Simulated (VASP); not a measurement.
Band gap of rock-salt alkali halides: r2SCAN against PBE

VASP (plane waves, PAW); cells keep the symmetry of their structure type. No spin-orbit coupling. PBE gaps are read over mesh and path in cells relaxed at that level, r2SCAN gaps over mesh and path in cells relaxed at that level. The two cells differ, so the slope holds a volume effect too.

Here x stands for PBE gap and y for r2SCAN gap.

| solid | PBE gap (eV) | r2SCAN gap (eV) | cut-off (eV) |
|---|---|---|---|
| KI | 3.85 | ? | 520 |
| RbBr | 4.18 | 4.89 | 520 |
| KBr | 4.31 | 5.07 | 520 |
| NaCl | 5.03 | 6.05 | 400 |
| KCl | 5.04 | 5.83 | 520 |
| KF | 5.95 | 6.91 | 520 |

Fit y of the 5 rows that show it with a straight line. With u = x - 4.9, the rows have u = -0.7200, -0.5900, 0.1300, 0.1400, 1.0500. Means: u 0.0020000, y 5.750. About the means, the sum of products is 2.2886 and the sum of squares of u is 2.0055; the slope is their ratio. Least squares gives y = 5.748 + 1.1412·u. Residuals (row less fit): -0.036, -0.005, 0.154, -0.078, -0.036; standard error 0.104 (degrees of freedom: 3). The slope is 1.14 with a standard error of 0.073.

Problem. What does the fit predict for y at x = 3.85, and how far is the calculated value from it?

Solution. u = -1.0500, so y = 5.748 + 1.1412 × (-1.0500) = 4.550 eV. The calculation gives 4.58 eV, 0.030 eV above the prediction (1.3 % of the range of y in the table). The row lies outside the fitted rows, so this is an extrapolation. From the scatter of the fitted rows alone, a prediction at this place has a standard error of 0.137 eV, so the miss is 0.2 times that.

Spin-orbit coupling is left out, which can shift this property for KI, RbBr, KBr. The rows are a random draw from the solids of this series computed here; series whose standard error about the line passes 12 to 30 % of the range of y, or with no trend, aren't shown in this form.
